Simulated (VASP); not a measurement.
The system is KAl.

```
K Al
1.0
     4.12691    0.00000    0.00000
     0.00000    4.12691    0.00000
     0.00000    0.00000    4.12691
K Al
1 1
Direct
  0.50000 0.50000 0.50000
  0.00000 0.00000 0.00000
```

The cell was built by a generator and needn't be a form met in nature.

Base run:

| Quantity | Value |
| --- | --- |
| Program | VASP 6.6.1 |
| Functional | PBEsol |
| Potentials or basis | VASP PAW PBE potentials, release 64 (K_sv, Al) |
| Cutoff | 520 eV |
| k mesh | 7 × 7 × 7 |
| Occupations | fermi-dirac, width 0.05 eV |
| Spin | no spin polarisation |

Its results: pressure -0.8 GPa.

Question: The run is repeated on the same cell with these changes: functional from PBEsol to BLYP. What comes out?

Answer: Pressure 1.3 GPa.

BLYP binds less tightly than PBEsol, so the same cell stands under more pressure.

Caveats: the PAW data sets were made with another functional, which shifts forces and pressure a little.
